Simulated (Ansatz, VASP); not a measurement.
## AlIn3Sb2N2: VASP beside Ansatz

```xyz
8
Lattice="4.1917 -3.5044 0.0000 4.1917 3.5044 0.0000 0.0000 0.0000 6.1356" Properties=species:S:1:pos:R:3 pbc="T T T"
Al    0.0000    0.0000   -0.5838
In    2.0958   -1.7522    3.6702
In    2.0958    1.7522    3.6702
In    4.1917    0.0000   -0.2956
Sb    1.9535    0.0000    1.3423
Sb    6.4298    0.0000    1.3423
N     4.1917   -1.8691    4.6307
N     4.1917    1.8691    4.6307
```

Alike in both runs: functional PBE; k mesh 2 × 2 × 2; occupations gaussian, width 0.15 eV; no spin polarisation.

Ansatz relaxed the structure, and its values are those at the end. VASP's run is a single point on that final structure, the one shown.

```csv
,VASP,Ansatz
version,VASP 6.6.1,Ansatz 0.2.0
potentials or method,"VASP PAW PBE potentials, release 64 (Al, In_d, Sb, N)","scalar-relativistic, plane waves, PAW"
plane-wave cutoff (eV),520,420
valence electrons in the cell,62,82
```

Ansatz gave:

* gap on the k mesh at the Fermi level (eV): none
* pressure (GPa): 0.4
* rms of the force components (eV/Å): 0.019

**Question.** Estimate VASP's values.

**Answer.** gap on the k mesh at the Fermi level (eV): none; pressure (GPa): 0.5; rms of the force components (eV/Å): 0.019.

A gap of «none» marks a metal or a gap that the smearing closes. The two sets of potentials don't hold the same shells in valence.

Caveats: the k mesh is coarse (spacing up to 0.58 Å⁻¹), so the values aren't converged. The runs have no spin-orbit coupling, so splittings on Sb are missing.
